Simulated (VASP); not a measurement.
Output of a VASP run:

OSZICAR:
```
       N       E                     dE             d eps       ncg     rms          rms(c)
DAV:   1     0.183022301236E+03    0.18302E+03   -0.11847E+04   988   0.201E+03
DAV:   2     0.186895971411E+01   -0.18115E+03   -0.17609E+03  1082   0.432E+02
DAV:   3    -0.121470784154E+02   -0.14016E+02   -0.13785E+02  1234   0.123E+02
DAV:   4    -0.124119483987E+02   -0.26487E+00   -0.26477E+00  1102   0.183E+01
DAV:   5    -0.124191663348E+02   -0.72179E-02   -0.72179E-02  1232   0.303E+00    0.763E+00
DAV:   6    -0.108254968870E+02    0.15937E+01   -0.12531E+01  1368   0.326E+01    0.477E+00
DAV:   7    -0.105549764207E+02    0.27052E+00   -0.16641E+00  1102   0.121E+01    0.143E+00
DAV:   8    -0.105413033282E+02    0.13673E-01   -0.36861E-01  1102   0.689E+00    0.941E-01
DAV:   9    -0.105268434992E+02    0.14460E-01   -0.34745E-02  1124   0.252E+00    0.124E-01
DAV:  10    -0.105272004973E+02   -0.35700E-03   -0.33811E-03  1158   0.677E-01    0.124E-01
DAV:  11    -0.105270051310E+02    0.19537E-03   -0.17431E-03  1016   0.444E-01    0.641E-02
DAV:  12    -0.105269535419E+02    0.51589E-04   -0.14778E-04  1046   0.123E-01    0.156E-03
DAV:  13    -0.105269536879E+02   -0.14600E-06   -0.20541E-06   888   0.161E-02
   1 F= -.95438346E+01 E0= -.95438346E+01  d E =-.954383E+01
       N       E                     dE             d eps       ncg     rms          rms(c)
DAV:   1    -0.115683005057E+02   -0.10413E+01   -0.30443E+01  1178   0.111E+02    0.655E+00
DAV:   2    -0.106178270110E+02    0.95047E+00   -0.31375E+00  1112   0.287E+01    0.198E+00
DAV:   3    -0.104825172536E+02    0.13531E+00   -0.51717E-01  1314   0.159E+01    0.909E-01
DAV:   4    -0.104658197356E+02    0.16698E-01   -0.99601E-02  1198   0.545E+00    0.182E-01
DAV:   5    -0.104667252354E+02   -0.90550E-03   -0.67053E-03   980   0.819E-01    0.857E-02
DAV:   6    -0.104666392429E+02    0.85993E-04   -0.12249E-03  1472   0.561E-01    0.271E-02
DAV:   7    -0.104666512505E+02   -0.12008E-04   -0.74780E-05  1044   0.855E-02    0.370E-03
DAV:   8    -0.104666506341E+02    0.61640E-06   -0.26187E-06  1034   0.266E-02
   2 F= -.95525293E+01 E0= -.95525293E+01  d E =-.869475E-02
       N       E                     dE             d eps       ncg     rms          rms(c)
DAV:   1    -0.107031886181E+02   -0.23654E+00   -0.59351E+00  1178   0.531E+01    0.275E+00
DAV:   2    -0.105377088659E+02    0.16548E+00   -0.58745E-01  1076   0.118E+01    0.858E-01
DAV:   3    -0.105118762500E+02    0.25833E-01   -0.10028E-01  1424   0.748E+00    0.421E-01
DAV:   4    -0.105077961506E+02    0.40801E-02   -0.21511E-02  1196   0.263E+00    0.764E-02
DAV:   5    -0.105078556017E+02   -0.59451E-04   -0.10755E-03   986   0.369E-01    0.317E-02
DAV:   6    -0.105078615227E+02   -0.59210E-05   -0.15832E-04  1244   0.194E-01    0.841E-03
DAV:   7    -0.105078595642E+02    0.19585E-05   -0.10996E-05  1308   0.497E-02    0.397E-03
DAV:   8    -0.105078599170E+02   -0.35280E-06   -0.10253E-06   752   0.131E-02
   3 F= -.95647610E+01 E0= -.95647610E+01  d E =-.209264E-01
```

File OUTCAR:
```
------------------------ aborting loop because EDIFF is reached ----------------------------------------
  FORCE on cell =-STRESS in cart. coord.  units (eV):
  Direction    XX          YY          ZZ          XY          YZ          ZX
  --------------------------------------------------------------------------------------
  Total        0.9381863      0.9381863      0.9381863     -0.0000000      0.0000000     -0.0000000
  in kB       49.7395509     49.7395509     49.7395509     -0.0000000      0.0000000     -0.0000000
  external PRESSURE =      -0.2604491 kB  Pullay stress =      50.0000000 kB
  volume of cell :       30.22
      direct lattice vectors                 reciprocal lattice vectors
     3.114817522 -0.000000000  0.000000000     0.321046094  0.000000000  0.000000000
    -0.000000000  3.114817522 -0.000000000     0.000000000  0.321046094  0.000000000
    -0.000000000 -0.000000000  3.114817522    -0.000000000  0.000000000  0.321046094
 POSITION                                       TOTAL-FORCE (eV/Angst)
 -----------------------------------------------------------------------------------
      0.00000      0.00000      0.00000         0.000000      0.000000      0.000000
      1.55741      1.55741      1.55741        -0.000000     -0.000000      0.000000
 -----------------------------------------------------------------------------------
    total drift:                                0.000000      0.000000      0.000000
  FREE ENERGIE OF THE ION-ELECTRON SYSTEM (eV)
  ---------------------------------------------------
  free  energy   TOTEN  =       -10.5078599170 eV

  energy  without entropy=      -10.5078599170  energy(sigma->0) =      -10.50785992
  enthalpy is  TOTEN    =        -9.5647609932 eV   P V=        0.9430989239

 reached required accuracy - stopping structural energy minimisation
```
(Selected blocks of OUTCAR.)

File POSCAR:
```
PbO
1
    3.1582674355     0.0000000000     0.0000000000
    0.0000000000     3.1582674355     0.0000000000
    0.0000000000     0.0000000000     3.1582674355
Pb O
1 1
Direct
  0.0000000000   0.0000000000   0.0000000000
  0.5000000000   0.5000000000   0.5000000000
```

Question: Reconstruct the remaining input files.

Answer: Several could match; the one computed here: the input of the run itself, PBEsol GGA, plane waves, VASP's PBE PAW potentials (set 64).

**KPOINTS**
```
Automatic mesh
0
Gamma
8 8 8
0 0 0
```

### INCAR
```
SYSTEM = PbO
PREC = Accurate
ENCUT = 620
EDIFF = 1E-6
NELM = 100
ALGO = Normal
LREAL = .FALSE.
LASPH = .TRUE.
ISMEAR = 0
SIGMA = 0.05
GGA = PS
LMAXMIX = 4
LWAVE = .FALSE.
LCHARG = .FALSE.
IBRION = 2
ISIF = 3
NSW = 40
EDIFFG = -0.02
PSTRESS = 50
```

POTCAR, in this order: Pb_d O (PBE.64 set). Program: vasp_std.

Energy and stress use the plane-wave basis of the starting cell.

The structure was generated: PbO was put into the CsCl type type (Pm-3m), which need not be its known phase. This run relaxes it under an external pressure of 5 GPa. Symmetry was kept, so distortions that lower it aren't found.
